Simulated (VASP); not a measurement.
Here is the system:

```
CELL_PARAMETERS angstrom
      0.00000     3.39891     3.39891
      3.39891     0.00000     3.39891
      3.39891     3.39891     0.00000
ATOMIC_POSITIONS crystal
  Na 0.25000 0.25000 0.25000
  Na 0.75000 0.75000 0.75000
  S  0.00000 0.00000 0.00000
```

Computed with revPBE GGA, VASP's PBE PAW potentials (set 64) (plane waves; VASP 6.6.1). Numerical set-up: 520 eV cut-off, 6×6×6 Γ-centred mesh, Gaussian smearing of 0.050 eV, potentials Na_pv S.

Q: Give the stress tensor in GPa (positive for a compressed cell).

A: 
```
-1.33   0.00   0.00
 0.00  -1.33   0.00
 0.00   0.00  -1.33
```
The pressure is its mean diagonal, -1.33 GPa.

The compound is Na2S in the antifluorite structure. This cell is one point of a volume scan, at 1.06 of the reference volume.
